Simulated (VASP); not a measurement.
Computed with vdW-DF2, VASP's PBE PAW potentials (set 64) (plane waves; VASP).

VASP ran on this input.

**POSCAR**
```
Sn
1.0
 -3.0880987347   3.0880987347   1.6651997687
  3.0880987347  -3.0880987347   1.6651997687
  3.0880987347   3.0880987347  -1.6651997687
Sn
2
Cart
  3.0880987347   0.0000000000   0.8325998843
  0.0000000000   0.0000000000   0.0000000000
```

**INCAR**
```
SYSTEM = Sn
PREC = Accurate
ENCUT = 520
EDIFF = 1E-7
NELM = 100
ALGO = Normal
LREAL = .FALSE.
LASPH = .TRUE.
ISMEAR = 1
SIGMA = 0.1
GGA = ML
ZAB_VDW = -1.8867
LUSE_VDW = .TRUE.
AGGAC = 0.0
LMAXMIX = 4
LWAVE = .FALSE.
LCHARG = .FALSE.
ISIF = 4
IBRION = 2
NSW = 30
EDIFFG = -0.01
```

KPOINTS:
```
Automatic mesh
0
G
  12 12 12
0 0 0
```

POTCAR, in this order: Sn_d (PBE.64 set). Program: vasp_std.

The resulting files:

OSZICAR:
```
       N       E                     dE             d eps       ncg     rms          rms(c)
DAV:   1     0.210099686170E+03    0.21010E+03   -0.15049E+04  5870   0.229E+03
DAV:   2     0.180826930954E+02   -0.19202E+03   -0.19006E+03  5872   0.441E+02
DAV:   3     0.110530149386E+00   -0.17972E+02   -0.17825E+02  6776   0.141E+02
DAV:   4    -0.455610142002E+00   -0.56614E+00   -0.56336E+00  6484   0.271E+01
DAV:   5    -0.478613152865E+00   -0.23003E-01   -0.23001E-01  7792   0.506E+00    0.154E+00
DAV:   6    -0.483689649710E+00   -0.50765E-02   -0.23709E-02  6682   0.199E+00    0.868E-01
DAV:   7    -0.492072287388E+00   -0.83826E-02   -0.21605E-02  5996   0.174E+00    0.126E-01
DAV:   8    -0.493600741302E+00   -0.15285E-02   -0.36357E-03  6150   0.699E-01    0.527E-02
DAV:   9    -0.493683941380E+00   -0.83200E-04   -0.16430E-04  7490   0.122E-01    0.226E-02
DAV:  10    -0.493711534276E+00   -0.27593E-04   -0.82677E-05  6002   0.932E-02    0.298E-03
DAV:  11    -0.493712916170E+00   -0.13819E-05   -0.31150E-06  6386   0.192E-02    0.214E-03
DAV:  12    -0.493713408071E+00   -0.49190E-06   -0.25733E-06  4630   0.128E-02    0.493E-04
DAV:  13    -0.493713505467E+00   -0.97396E-07   -0.11038E-07  4590   0.347E-03
   1 F= -.49371351E+00 E0= -.49342366E+00  d E =-.493714E+00
       N       E                     dE             d eps       ncg     rms          rms(c)
DAV:   1    -0.499758323003E+00   -0.60449E-02   -0.14847E-01  6284   0.338E+00    0.360E-01
DAV:   2    -0.496260959938E+00    0.34974E-02   -0.73163E-03  6886   0.135E+00    0.223E-01
DAV:   3    -0.494429730271E+00    0.18312E-02   -0.43544E-03  7360   0.936E-01    0.309E-02
DAV:   4    -0.494480632271E+00   -0.50902E-04   -0.79553E-04  6060   0.363E-01    0.181E-02
DAV:   5    -0.494478931886E+00    0.17004E-05   -0.26847E-05  8490   0.955E-02    0.362E-03
DAV:   6    -0.494479112984E+00   -0.18110E-06   -0.18311E-06  6294   0.162E-02    0.191E-03
DAV:   7    -0.494479095058E+00    0.17927E-07   -0.17170E-07  4572   0.606E-03
   2 F= -.49447910E+00 E0= -.49424450E+00  d E =-.765590E-03
       N       E                     dE             d eps       ncg     rms          rms(c)
DAV:   1    -0.512986941214E+00   -0.18508E-01   -0.50437E-01  6292   0.624E+00    0.664E-01
DAV:   2    -0.501097246748E+00    0.11890E-01   -0.24855E-02  6694   0.228E+00    0.412E-01
DAV:   3    -0.494824321002E+00    0.62729E-02   -0.14962E-02  7470   0.169E+00    0.561E-02
DAV:   4    -0.494984964919E+00   -0.16064E-03   -0.26103E-03  6038   0.651E-01    0.336E-02
DAV:   5    -0.494978942379E+00    0.60225E-05   -0.92897E-05  8502   0.179E-01    0.655E-03
DAV:   6    -0.494979645075E+00   -0.70270E-06   -0.61822E-06  6374   0.309E-02    0.340E-03
DAV:   7    -0.494979677571E+00   -0.32497E-07   -0.61289E-07  5214   0.101E-02
   3 F= -.49497968E+00 E0= -.49484936E+00  d E =-.126617E-02
```

### OUTCAR
```
------------------------ aborting loop because EDIFF is reached ----------------------------------------
  FORCE on cell =-STRESS in cart. coord.  units (eV):
  Direction    XX          YY          ZZ          XY          YZ          ZX
  --------------------------------------------------------------------------------------
  Total        0.4286848      0.4286848      0.4115935      0.0000000      0.0000000      0.0000000
  in kB       10.8128438     10.8128438     10.3817472      0.0000000      0.0000000      0.0000000
  external PRESSURE =      10.6691449 kB  Pullay stress =       0.0000000 kB
  volume of cell :       63.52
      direct lattice vectors                 reciprocal lattice vectors
    -3.071203963  3.071203963  1.683570773     0.000000000  0.162802603  0.296987812
     3.071203963 -3.071203963  1.683570773     0.162802603  0.000000000  0.296987812
     3.071203963  3.071203963 -1.683570773     0.162802603  0.162802603  0.000000000
 POSITION                                       TOTAL-FORCE (eV/Angst)
 -----------------------------------------------------------------------------------
      3.07120     -0.00000      0.84179         0.000000     -0.000000     -0.000000
      0.00000      0.00000     -0.00000        -0.000000      0.000000      0.000000
 -----------------------------------------------------------------------------------
    total drift:                               -0.000000     -0.000000      0.000000
  FREE ENERGIE OF THE ION-ELECTRON SYSTEM (eV)
  ---------------------------------------------------
  free  energy   TOTEN  =        -0.4949796776 eV

  energy  without entropy=       -0.4945887250  energy(sigma->0) =       -0.49484936

 reached required accuracy - stopping structural energy minimisation
```
(Selected blocks of OUTCAR.)

### CONTCAR
```
Sn
   1.00000000000000
    -3.0712039630195922    3.0712039630195922    1.6835707729565057
     3.0712039630195922   -3.0712039630195922    1.6835707729565057
     3.0712039630195922    3.0712039630195922   -1.6835707729565057
  Sn
     2
Direct
     0.2500000000000000    0.7500000000000000    0.5000000000000000
     0.0000000000000000    0.0000000000000000    0.0000000000000000
```

File OUTCAR:
```
 val. band max:        6.2630165328   @ k =  -0.4167   0.4167   0.0000

 cond. band min:       6.2862830339   @ k =   0.5000   0.4167  -0.0000


 Fermi energy:         6.2729122868

 k-point     1 :       0.0000    0.0000    0.0000
  band No.  band energies     occupation
      1     -15.2289      2.00000
      2     -15.1781      2.00000
      3     -15.1391      2.00000
      4     -15.1369      2.00000
      5     -15.0514      2.00000
      6     -15.0514      2.00000
      7     -15.0440      2.00000
      8     -15.0440      2.00000
      9     -14.9812      2.00000
     10     -14.9137      2.00000
     11      -3.7981      2.00000
     12       1.9921      2.00000
     13       4.7322      2.00000
     14       4.7322      2.00000
     15      10.0604      0.00000
     16      11.5796      0.00000
     17      11.5796      0.00000
     18      11.8040      0.00000

 k-point     2 :       0.0833    0.0000    0.0000
  band No.  band energies     occupation
      1     -15.2262      2.00000
      2     -15.1697      2.00000
      3     -15.1341      2.00000
      4     -15.1297      2.00000
      5     -15.0564      2.00000
      6     -15.0555      2.00000
      7     -15.0452      2.00000
      8     -15.0444      2.00000
      9     -14.9828      2.00000
     10     -14.9167      2.00000
     11      -3.6816      2.00000
     12       1.9203      2.00000
     13       4.7480      2.00000
     14       5.0162      2.00000
     15      10.2547      0.00000
     16      10.7561      0.00000
     17      10.9934      0.00000
     18      11.4177      0.00000

 k-point     3 :       0.1667    0.0000    0.0000
  band No.  band energies     occupation
      1     -15.2181      2.00000
      2     -15.1479      2.00000
      3     -15.1263      2.00000
      4     -15.1086      2.00000
      5     -15.0678      2.00000
      6     -15.0586      2.00000
      7     -15.0505      2.00000
      8     -15.0485      2.00000
      9     -14.9872      2.00000
...
```

Unless said otherwise, spin-orbit coupling is left out, though it shifts the bands of the heavy elements here.

The compound is Sn in the beta structure. This cell is one point of a volume scan, at 0.97 of the reference volume. Symmetry was kept, so distortions that lower it aren't found.
